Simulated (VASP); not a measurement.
# GW on C (Diamond), part 4 of 4

How does the gap of C (Diamond) change from the starting functional to GW? The cell has space group Fd-3m. The start is a cell from a database of measured crystal structures.

VASP 6.6.1, plane waves and PAW; the level of theory is named at each step.

So far, quasiparticle gap on the mesh (eV): step 4 (G0W0, ENCUTGW 80, bands in the sums 32) 5.51; step 6 (G0W0, ENCUTGW 100, bands in the sums 32) 5.61; step 8 (G0W0, ENCUTGW 120, bands in the sums 40) 5.69; step 10 (G0W0, ENCUTGW 145, bands in the sums 48) 5.75; step 12 (G0W0, ENCUTGW 170, bands in the sums 64) 5.79.

### Step 14. G0W0, ENCUTGW 200, bands in the sums 80

This step: G0W0 on PBE; plane waves and PAW (C_GW) (VASP 6.6.1).

ENCUTGW rises to 200 eV and the bands with it, to about the number of plane waves under that cutoff.

The input, INCAR:

```
SYSTEM = C
PREC = Accurate
ENCUT = 440
ISMEAR = 0
SIGMA = 0.01
LREAL = .FALSE.
GGA = PE
NBANDS = 80
ALGO = EVGW0
NELMGW = 1
ENCUTGW = 200
NOMEGA = 64
PRECFOCK = Fast
NBANDSGW = 16
LWAVE = .FALSE.
LCHARG = .FALSE.
```

The input, POSCAR:

```
C
1.0
    0.0000000000      1.7833700000      1.7833700000
    1.7833700000      0.0000000000      1.7833700000
    1.7833700000      1.7833700000      0.0000000000
C
2
Direct
    0.7500000000      0.7500000000      0.7500000000
    0.5000000000      0.5000000000      0.5000000000
```

The input, KPOINTS:

```
Automatic mesh
0
Gamma
4 4 4
0 0 0
```

The projector-augmented-wave data sets are C_GW (PBE family, release 64).

The run is started by

```
mpirun -np 8 vasp_std
```

Log:

```text
[banner, memory and clock lines left out]
running    8 mpi-ranks, on    1 nodes
[...]
[... a notice as in an earlier step ...]

|                                                                             |
|           W    W    AA    RRRRR   N    N  II  N    N   GGGG   !!!           |
|           W    W   A  A   R    R  NN   N  II  NN   N  G    G  !!!           |
|           W    W  A    A  R    R  N N  N  II  N N  N  G       !!!           |
|           W WW W  AAAAAA  RRRRR   N  N N  II  N  N N  G  GGG   !            |
|           WW  WW  A    A  R   R   N   NN  II  N   NN  G    G                |
|           W    W  A    A  R    R  N    N  II  N    N   GGGG   !!!           |
|                                                                             |
|     The default for ENCUTGWSOFT is different in this version of VASP.       |
|     please manually set ENCUTGWSOFT =200 in the INCAR file.                 |
|                                                                             |

[...]
total number of BLAS operations         11.97 Gflops
NQ=   4    0.2500    0.2500    0.0000,
|.........|.........|.........|.........|.........|.........|.........|.........
 performed        431000 updates of chi_q(r,r)
 total number of BLAS operations         18.02 Gflops
NQ=   5    0.5000    0.2500    0.0000,
|.........|.........|.........|.........|.........|.........|.........|.........
 performed        618000 updates of chi_q(r,r)
 total number of BLAS operations         26.23 Gflops
NQ=   6   -0.2500    0.2500    0.0000,
|.........|.........|.........|.........|.........|.........|.........|.........
 performed        784000 updates of chi_q(r,r)
 total number of BLAS operations         33.74 Gflops
NQ=   7    0.5000    0.5000    0.0000,
|.........|.........|.........|.........|.........|.........|.........|.........
 performed        879000 updates of chi_q(r,r)
 total number of BLAS operations         36.86 Gflops
NQ=   8   -0.2500    0.5000    0.2500,
|.........|.........|.........|.........|.........|.........|.........|.........
 performed       1004000 updates of chi_q(r,r)
 total number of BLAS operations         41.52 Gflops
 resolving degeneracies of screened two electron integrals

 calculate QP shifts <psi_nk| G(iteration)W_0 |psi_nk>: iteration 1
 entering main loop
[key lines of the parts left out:]
E-fermi :  12.0111
```

Wall time 2.8 s (8 MPI ranks of Intel Xeon 6975P-C (Granite Rapids), shared host); peak memory 0.85 GiB; 14 s of CPU time.

OUTCAR, selected parts (step 14):

```text
 QP shifts <psi_nk| G(iteration)W_0 |psi_nk>: iteration 1
 for sc-GW calculations column KS-energies equals QP-energies in previous step
 and V_xc(KS)=  KS-energies - (<T + V_ion + V_H > + <T+V_H+V_ion>^1  + <V_x>^1)
 k-point   1 :       0.0000    0.0000    0.0000
  band No.  KS-energies  QP-energies   sigma(KS)   V_xc(KS)     V^pw_x(r,r')   Z            occupation Imag(sigma)
      1     -11.6919     -13.3679     -16.9444     -14.7702     -25.4036       0.7708       2.0000       1.3938
      2       9.7941       9.0761     -17.6754     -16.8027     -19.5047       0.8227       2.0000       0.0608
      3       9.7941       9.0761     -17.6754     -16.8027     -19.5047       0.8227       2.0000       0.0608
      4       9.7941       9.0761     -17.6754     -16.8027     -19.5047       0.8227       2.0000       0.0608
      5      15.3788      16.3788     -14.3014     -15.5181      -9.0970       0.8219       0.0000      -0.0820
      6      15.3788      16.3788     -14.3014     -15.5181      -9.0970       0.8219       0.0000      -0.0820
      7      15.3788      16.3788     -14.3014     -15.5181      -9.0970       0.8219       0.0000      -0.0820
      8      23.1128      23.9473     -15.2927     -16.3824      -7.6915       0.7658       0.0000      -0.2134
    ...

[... 1 part as in an earlier step ...]

[... 2 further parts left out ...]
[key lines of the parts left out:]
E-fermi :  12.0111
```

The gap is now 5.833 eV, +40 meV against the GW run before. The mesh misses a band edge: at the starting level the path gave a gap 0.32 eV smaller.

### Step 15. Empty bands

This step: PBE; plane waves and PAW (C_GW) (VASP 6.6.1).

The empty bands are made again, for the run that follows.

The input, INCAR:

```
SYSTEM = C
PREC = Accurate
ENCUT = 440
ISMEAR = 0
SIGMA = 0.01
LREAL = .FALSE.
GGA = PE
NBANDS = 96
ALGO = Exact
NELM = 1
LWAVE = .TRUE.
LCHARG = .FALSE.
LOPTICS = .TRUE.
NEDOS = 1000
CSHIFT = 0.1
```

POSCAR is that of step 14.

KPOINTS is that of step 14.

The run is started by

```
mpirun -np 8 vasp_std
```

Log:

```text
[banner, memory and clock lines left out]
running    8 mpi-ranks, on    1 nodes
[...]
[... a notice as in an earlier step ...]

 LDA part: xc-table for (Slater+PW92), standard interpolation
 found WAVECAR, reading the header
  number of bands has changed, file:    10 present:    96
  trying to continue reading WAVECAR, but it might fail
 POSCAR, INCAR and KPOINTS ok, starting setup
[...]
reading WAVECAR
 random initialization beyond band           10
 the WAVECAR file was read successfully
 initial charge from wavefunction
 entering main loop
       N       E                     dE             d eps       ncg     rms          rms(c)
[... 1 cycle as in an earlier step ...]
   1 F= -.18030285E+02 E0= -.18030285E+02  d E =-.303410E-33
 writing wavefunctions
 optical routines
 imaginary and real dielectric function
 recalculating local potential from charge density
 direction            1
 direction            2
 direction            3
```

Elapsed: 1.2 s, on 8 MPI ranks; peak memory 0.78 GiB.

From OUTCAR (step 15):

```text
  Total       -0.2133314     -0.2133314     -0.2133314      0.0000000     -0.0000000      0.0000000
  in kB      -30.1308289    -30.1308289    -30.1308289      0.0000000     -0.0000000      0.0000000
  external PRESSURE =     -30.1308289 kB  Pullay stress =       0.0000000 kB

[... 4 parts as in an earlier step ...]

[... 2 further parts left out ...]
[key lines of the parts left out:]
E-fermi :   9.8771
```

WAVECAR now holds 96 bands for 8 electrons.

### Step 16. G0W0, ENCUTGW 230, bands in the sums 96

This step: G0W0 on PBE; plane waves and PAW (C_GW) (VASP 6.6.1).

ENCUTGW rises to 230 eV and the bands with it, to about the number of plane waves under that cutoff.

The input, INCAR:

```
SYSTEM = C
PREC = Accurate
ENCUT = 440
ISMEAR = 0
SIGMA = 0.01
LREAL = .FALSE.
GGA = PE
NBANDS = 96
ALGO = EVGW0
NELMGW = 1
ENCUTGW = 230
NOMEGA = 64
PRECFOCK = Fast
NBANDSGW = 16
LWAVE = .FALSE.
LCHARG = .FALSE.
```

POSCAR is that of step 15.

KPOINTS is that of step 15.

The run is started by

```
mpirun -np 8 vasp_std
```

Log:

```text
[banner, memory and clock lines left out]
running    8 mpi-ranks, on    1 nodes
[...]
[... a notice as in an earlier step ...]

|                                                                             |
|           W    W    AA    RRRRR   N    N  II  N    N   GGGG   !!!           |
|           W    W   A  A   R    R  NN   N  II  NN   N  G    G  !!!           |
|           W    W  A    A  R    R  N N  N  II  N N  N  G       !!!           |
|           W WW W  AAAAAA  RRRRR   N  N N  II  N  N N  G  GGG   !            |
|           WW  WW  A    A  R   R   N   NN  II  N   NN  G    G                |
|           W    W  A    A  R    R  N    N  II  N    N   GGGG   !!!           |
|                                                                             |
|     The default for ENCUTGWSOFT is different in this version of VASP.       |
|     please manually set ENCUTGWSOFT =230 in the INCAR file.                 |
|                                                                             |

[...]
total number of BLAS operations         23.16 Gflops
NQ=   4    0.2500    0.2500    0.0000,
|.........|.........|.........|.........|.........|.........|.........|.........
 performed        518000 updates of chi_q(r,r)
 total number of BLAS operations         32.06 Gflops
NQ=   5    0.5000    0.2500    0.0000,
|.........|.........|.........|.........|.........|.........|.........|.........
 performed        743000 updates of chi_q(r,r)
 total number of BLAS operations         46.66 Gflops
NQ=   6   -0.2500    0.2500    0.0000,
|.........|.........|.........|.........|.........|.........|.........|.........
 performed        943000 updates of chi_q(r,r)
 total number of BLAS operations         59.38 Gflops
NQ=   7    0.5000    0.5000    0.0000,
|.........|.........|.........|.........|.........|.........|.........|.........
 performed       1057000 updates of chi_q(r,r)
 total number of BLAS operations         67.15 Gflops
NQ=   8   -0.2500    0.5000    0.2500,
|.........|.........|.........|.........|.........|.........|.........|.........
 performed       1208000 updates of chi_q(r,r)
 total number of BLAS operations         79.27 Gflops
 resolving degeneracies of screened two electron integrals

 calculate QP shifts <psi_nk| G(iteration)W_0 |psi_nk>: iteration 1
 entering main loop
[key lines of the parts left out:]
E-fermi :  12.0111
```

The job ended after 3 s (8 MPI ranks; peak memory 0.9 GiB).

OUTCAR, selected parts (step 16):

```text
 QP shifts <psi_nk| G(iteration)W_0 |psi_nk>: iteration 1
 for sc-GW calculations column KS-energies equals QP-energies in previous step
 and V_xc(KS)=  KS-energies - (<T + V_ion + V_H > + <T+V_H+V_ion>^1  + <V_x>^1)
 k-point   1 :       0.0000    0.0000    0.0000
  band No.  KS-energies  QP-energies   sigma(KS)   V_xc(KS)     V^pw_x(r,r')   Z            occupation Imag(sigma)
      1     -11.6919     -13.4158     -16.9993     -14.7702     -25.4036       0.7733       2.0000       1.3890
      2       9.7941       9.0046     -17.7627     -16.8027     -19.5047       0.8223       2.0000       0.0589
      3       9.7941       9.0046     -17.7627     -16.8027     -19.5047       0.8223       2.0000       0.0589
      4       9.7941       9.0046     -17.7627     -16.8027     -19.5047       0.8223       2.0000       0.0589
      5      15.3788      16.3336     -14.3552     -15.5181      -9.0970       0.8210       0.0000      -0.0817
      6      15.3788      16.3336     -14.3552     -15.5181      -9.0970       0.8210       0.0000      -0.0817
      7      15.3788      16.3336     -14.3552     -15.5181      -9.0970       0.8210       0.0000      -0.0817
      8      23.1128      23.8774     -15.3835     -16.3824      -7.6915       0.7654       0.0000      -0.2129
    ...

[... 1 part as in an earlier step ...]

[... 2 further parts left out ...]
[key lines of the parts left out:]
E-fermi :  12.0111
```

The gap is now 5.863 eV, +30 meV against the GW run before. The mesh misses a band edge: at the starting level the path gave a gap 0.32 eV smaller.

### Step 17. Empty bands

This step: PBE; plane waves and PAW (C_GW) (VASP 6.6.1).

The empty bands are made again, for the run that follows.

The input, INCAR:

```
SYSTEM = C
PREC = Accurate
ENCUT = 440
ISMEAR = 0
SIGMA = 0.01
LREAL = .FALSE.
GGA = PE
NBANDS = 112
ALGO = Exact
NELM = 1
LWAVE = .TRUE.
LCHARG = .FALSE.
LOPTICS = .TRUE.
NEDOS = 1000
CSHIFT = 0.1
```

POSCAR is that of step 16.

KPOINTS is that of step 16.

The run is started by

```
mpirun -np 8 vasp_std
```

Log:

```text
[banner, memory and clock lines left out]
running    8 mpi-ranks, on    1 nodes
[...]
[... a notice as in an earlier step ...]

 LDA part: xc-table for (Slater+PW92), standard interpolation
 found WAVECAR, reading the header
  number of bands has changed, file:    10 present:   112
  trying to continue reading WAVECAR, but it might fail
 POSCAR, INCAR and KPOINTS ok, starting setup
[...]
reading WAVECAR
 random initialization beyond band           10
 the WAVECAR file was read successfully
 initial charge from wavefunction
 entering main loop
       N       E                     dE             d eps       ncg     rms          rms(c)
[... 1 cycle as in an earlier step ...]
   1 F= -.18030285E+02 E0= -.18030285E+02  d E =0.000000E+00
 writing wavefunctions
 optical routines
 imaginary and real dielectric function
 recalculating local potential from charge density
 direction            1
 direction            2
 direction            3
```

Run time: 1.2 s. Hardware: 8 MPI ranks; peak memory 0.79 GiB.

From OUTCAR (step 17):

```text
[... 5 parts as in an earlier step ...]

[... 2 further parts left out ...]
[key lines of the parts left out:]
E-fermi :  10.0385
```

WAVECAR now holds 112 bands for 8 electrons.

### Step 18. G0W0, ENCUTGW 260, bands in the sums 112

This step: G0W0 on PBE; plane waves and PAW (C_GW) (VASP 6.6.1).

ENCUTGW rises to 260 eV and the bands with it, to about the number of plane waves under that cutoff.

The input, INCAR:

```
SYSTEM = C
PREC = Accurate
ENCUT = 440
ISMEAR = 0
SIGMA = 0.01
LREAL = .FALSE.
GGA = PE
NBANDS = 112
ALGO = EVGW0
NELMGW = 1
ENCUTGW = 260
NOMEGA = 64
PRECFOCK = Fast
NBANDSGW = 16
LWAVE = .FALSE.
LCHARG = .FALSE.
```

POSCAR is that of step 17.

KPOINTS is that of step 17.

The run is started by

```
mpirun -np 8 vasp_std
```

Log:

```text
[banner, memory and clock lines left out]
running    8 mpi-ranks, on    1 nodes
[...]
[... a notice as in an earlier step ...]

|                                                                             |
|           W    W    AA    RRRRR   N    N  II  N    N   GGGG   !!!           |
|           W    W   A  A   R    R  NN   N  II  NN   N  G    G  !!!           |
|           W    W  A    A  R    R  N N  N  II  N N  N  G       !!!           |
|           W WW W  AAAAAA  RRRRR   N  N N  II  N  N N  G  GGG   !            |
|           WW  WW  A    A  R   R   N   NN  II  N   NN  G    G                |
|           W    W  A    A  R    R  N    N  II  N    N   GGGG   !!!           |
|                                                                             |
|     The default for ENCUTGWSOFT is different in this version of VASP.       |
|     please manually set ENCUTGWSOFT =260 in the INCAR file.                 |
|                                                                             |

[...]
total number of BLAS operations         39.98 Gflops
NQ=   4    0.2500    0.2500    0.0000,
|.........|.........|.........|.........|.........|.........|.........|.........
 performed        606000 updates of chi_q(r,r)
 total number of BLAS operations         55.03 Gflops
NQ=   5    0.5000    0.2500    0.0000,
|.........|.........|.........|.........|.........|.........|.........|.........
 performed        869000 updates of chi_q(r,r)
 total number of BLAS operations         79.58 Gflops
NQ=   6   -0.2500    0.2500    0.0000,
|.........|.........|.........|.........|.........|.........|.........|.........
 performed       1103000 updates of chi_q(r,r)
 total number of BLAS operations        101.06 Gflops
NQ=   7    0.5000    0.5000    0.0000,
|.........|.........|.........|.........|.........|.........|.........|.........
 performed       1237000 updates of chi_q(r,r)
 total number of BLAS operations        113.58 Gflops
NQ=   8   -0.2500    0.5000    0.2500,
|.........|.........|.........|.........|.........|.........|.........|.........
 performed       1414000 updates of chi_q(r,r)
 total number of BLAS operations        130.11 Gflops
 resolving degeneracies of screened two electron integrals

 calculate QP shifts <psi_nk| G(iteration)W_0 |psi_nk>: iteration 1
 entering main loop
[key lines of the parts left out:]
E-fermi :  12.0111
```

Elapsed: 4 s, on 8 MPI ranks; peak memory 0.95 GiB.

OUTCAR, selected parts (step 18):

```text
 QP shifts <psi_nk| G(iteration)W_0 |psi_nk>: iteration 1
 for sc-GW calculations column KS-energies equals QP-energies in previous step
 and V_xc(KS)=  KS-energies - (<T + V_ion + V_H > + <T+V_H+V_ion>^1  + <V_x>^1)
 k-point   1 :       0.0000    0.0000    0.0000
  band No.  KS-energies  QP-energies   sigma(KS)   V_xc(KS)     V^pw_x(r,r')   Z            occupation Imag(sigma)
      1     -11.6919     -13.4492     -17.0442     -14.7702     -25.4036       0.7728       2.0000       1.3868
      2       9.7941       8.9499     -17.8296     -16.8027     -19.5047       0.8220       2.0000       0.0598
      3       9.7941       8.9499     -17.8296     -16.8027     -19.5047       0.8220       2.0000       0.0598
      4       9.7941       8.9499     -17.8296     -16.8027     -19.5047       0.8220       2.0000       0.0598
      5      15.3788      16.3003     -14.3956     -15.5181      -9.0970       0.8209       0.0000      -0.0805
      6      15.3788      16.3003     -14.3956     -15.5181      -9.0970       0.8209       0.0000      -0.0805
      7      15.3788      16.3003     -14.3956     -15.5181      -9.0970       0.8209       0.0000      -0.0805
      8      23.1128      23.8262     -15.4502     -16.3824      -7.6915       0.7653       0.0000      -0.2127
    ...

[... 1 part as in an earlier step ...]

[... 2 further parts left out ...]
[key lines of the parts left out:]
E-fermi :  12.0111
```

The gap is now 5.886 eV, +23 meV against the GW run before. The mesh misses a band edge: at the starting level the path gave a gap 0.32 eV smaller.

### Step 19. Summary

This step: GW series: G0W0 on PBE; plane waves and PAW (VASP 6.6.1).

Derived from the runs above.

This step gave:

* gap extrapolated to a complete basis: 5.995 eV
* direct gap extrapolated to a complete basis: 7.448 eV

G0W0 on a 4x4x4 mesh; cost is wall time times ranks on a shared host, with the step that makes the empty bands but not the self-consistent start. G0W0 series:

```tsv
response cutoff ENCUTGW (eV)	bands	quasiparticle gap (eV)	direct quasiparticle gap (eV)	cost (core minutes)
80	32	5.507	7.041	0.37
100	32	5.611	7.121	0.43
120	40	5.686	7.175	0.43
145	48	5.747	7.222	0.51
170	64	5.793	7.268	0.43
200	80	5.833	7.303	0.51
230	96	5.863	7.329	0.56
260	112	5.886	7.35	0.69
```

### Step 20. What came out

| Quantity | Value |
| --- | --- |
| G0W0 on PBE, 112 bands, ENCUTGW 260 eV, NOMEGA 64, mesh 4×4×4 | 4.434 → 5.886 eV |
| G0W0 on PBE, 32 bands, ENCUTGW 80 eV, NOMEGA 64, mesh 4×4×4 | 4.434 → 5.507 eV |
| gap at a complete basis (linear in ENCUTGW^-3/2) | 5.99 eV |

**Reading.** G0W0 gives a quasiparticle gap of 5.886 eV on the mesh, 1.45 eV over the PBE gap on the same mesh. On mesh and path the starting valence top lies at Γ and the conduction bottom at (0.364, 0, 0.364), so the starting gap is indirect. The GW mesh misses an edge: at the starting level the gap along the path is 0.32 eV smaller, and with that offset the quasiparticle gap would be about 5.57 eV. The steps of the series move the gap by +105, +75, +61, +47, +40, +30, +23 meV; the last costs 1.2 times the one before. The last step lies within a tolerance of 30 meV, picked for this account, and the last two together move the gap by +53 meV. Extrapolated from the last three points to a complete basis, the gap is 5.99 eV, +109 meV from the dearest run. The extrapolation removes the error of the response basis alone, at this mesh, ENCUT and data set. On a mesh this coarse the value is a test of cost more than a converged gap. The given cell is kept, although it stands at -3.0 GPa at PBE and ENCUT = 440 eV, which holds the mismatch of the given cell with this functional and any basis-set error. Not tabulated here, as repeats of values shown or as unfit to read for their mesh, reference level or band range: eps2 curves (empty bands); eps1 curves and static values (empty bands); gaps (empty bands).

[Lines on the potential files, build, host, timing and source positions are cut from VASP's logs without a mark.]

[Logs are printed without paths, hosts, clocks, repeated set-up lines and the standing remarks that a program may print on its own settings, such as how far it seeks lower states.]

[Hosts, paths, dates, database ids (printed as entryN), source tags and the programs' standing remarks are cut or masked in the printed files.]

[Pressures printed for these runs are not shown converged in the cutoff: they can be off by several GPa and have the wrong sign.]
